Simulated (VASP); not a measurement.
Crystal: GaN.

```
CELL_PARAMETERS angstrom
3.21773 0.00000 0.00000
-1.60886 2.78663 0.00000
0.00000 0.00000 5.24405
ATOMIC_POSITIONS crystal
Ga 0.33333 0.66667 0.99919
Ga 0.66667 0.33333 0.49919
N 0.33333 0.66667 0.37581
N 0.66667 0.33333 0.87581
```

Program: VASP 6.6.1. Alike in all runs: task band structure; no spin polarisation; cell as given; k mesh 12 × 12 × 5; cutoff (eV) 520; smearing gaussian 0.03 eV.

Q: Order these runs on this cell by their band gap on the k mesh, lowest first.
A. level TB-mBJ; potentials or basis VASP PAW PBE potentials, release 64 (Ga_d, N)
B. level LDA; potentials or basis VASP PAW LDA potentials, release 64 (Ga_d, N)
C. level r2SCAN; potentials or basis VASP PAW PBE potentials, release 64 (Ga_d, N)

A: B (1.73 eV), C (2.11 eV), A (2.91 eV).

Runs at the PBE level aren't shown here.
